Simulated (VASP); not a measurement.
Here is the system:

```
CELL_PARAMETERS angstrom
      0.00000     3.23316     3.23316
      3.23316     0.00000     3.23316
      3.23316     3.23316     0.00000
ATOMIC_POSITIONS crystal
  Zr 0.00000 0.00000 0.00000
  S  0.25000 0.25000 0.25000
```

All values below come from PBEsol GGA, VASP's PBE PAW potentials (set 64) (plane waves; VASP 6.6.1). Settings: 400 eV cut-off, 9×9×9 Γ-centred mesh, first-order Methfessel-Paxton smearing of 0.10 eV, potentials Zr_sv S.

Energy and stress use the plane-wave basis of the starting cell.

Q: The ions, cell shape and volume are relaxed. What does this cell relax into?

A: 
```
CELL_PARAMETERS angstrom
      0.00000     2.84185     2.84185
      2.84185     0.00000     2.84185
      2.84185     2.84185     0.00000
ATOMIC_POSITIONS crystal
  Zr 0.00000 0.00000 0.00000
  S  0.25000 0.25000 0.25000
```
Space group F-43m (216), at a tolerance of 0.03 Å.

Q: How do energy and volume change from the first to the last step?

A: The energy (σ→0) changes by -787.9 meV/atom and the volume by -32.1 %, in 6 ionic steps.

| step | E(σ→0) (eV) | max force (eV/Å) | pressure (GPa) | volume (Å³) |
|---|---|---|---|---|
| 1 | -13.9175 | 0.000 | -16.42 | 67.59 |
| 2 | -15.0796 | 0.000 | 22.18 | 39.05 |
| 3 | -15.4929 | 0.000 | -0.47 | 46.13 |
| 4 | -15.4931 | 0.000 | 0.34 | 45.75 |
| 5 | -15.4931 | 0.000 | -0.32 | 46.05 |
| 6 | -15.4932 | 0.000 | 0.00 | 45.90 |

The structure was generated: ZrS was put into the zinc blende type (F-43m), which need not be its known phase. This run relaxes it. Symmetry was kept, so distortions that lower it aren't found.
